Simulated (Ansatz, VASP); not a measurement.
## Two plane-wave programs on HfAlO

```
CELL_PARAMETERS angstrom
3.49429 0.00000 0.00000
-1.74714 3.02614 0.00000
0.00000 0.00000 10.25618
ATOMIC_POSITIONS crystal
Hf 0.33333 0.66667 0.25000
Hf 0.66667 0.33333 0.75000
Al 0.00000 0.00000 0.50000
Al 0.00000 0.00000 0.00000
O 0.66667 0.33333 0.25000
O 0.33333 0.66667 0.75000
```

Change from the starting cell: species swapped into the EuPPd type (P6_3/mmc, No. 194).

Alike in both runs: functional PBE; k mesh 12 × 12 × 4; occupations gaussian, width 0.1 eV; no spin polarisation.

Ansatz relaxed the structure, and its values are those at the end. VASP's run is a single point on that final structure, the one shown.

|  | VASP | Ansatz |
| --- | --- | --- |
| version | VASP 6.6.1 | Ansatz 0.2.0 |
| potentials or method | VASP PAW PBE potentials, release 64 (Hf_pv, Al, O) | scalar-relativistic, plane waves, PAW |
| plane-wave cutoff (eV) | 520 | 420 |
| valence electrons in the cell | 38 | 70 |

Ansatz gave:

* gap on the k mesh at the Fermi level (eV): none
* pressure (GPa): 0.0

Problem. Estimate VASP's values.

Solution. gap on the k mesh at the Fermi level (eV): none; pressure (GPa): -0.9.

A gap of «none» marks a metal or a gap that the smearing closes. The two sets of potentials don't hold the same shells in valence.

The runs have no spin-orbit coupling, so splittings on Hf are missing.
